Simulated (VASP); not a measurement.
Consider the following.

```xyz
2
Lattice="0.0000 2.4277 2.4277 2.4277 0.0000 2.4277 2.4277 2.4277 0.0000" Properties=species:S:1:pos:R:3 pbc="T T T"
Y      0.0000     0.0000     0.0000
N      2.4277     2.4277     2.4277
```

The numbers are results of HSE06 screened hybrid, VASP's PBE PAW potentials (set 64) (plane waves; VASP), not measurements. Run with 520 eV cut-off, 8×8×8 Γ-centred mesh, Gaussian smearing of 0.050 eV, potentials Y_sv N.

Task: Give the stress tensor in GPa (positive for a compressed cell).

Result: 
```
2.49  0.00  0.00
0.00  2.49  0.00
0.00  0.00  2.49
```
The pressure is its mean diagonal, 2.49 GPa.

The compound is YN in the rock salt structure. This cell is one point of a volume scan, at 0.97 of the reference volume. The cell's shape comes from a PBE relaxation.
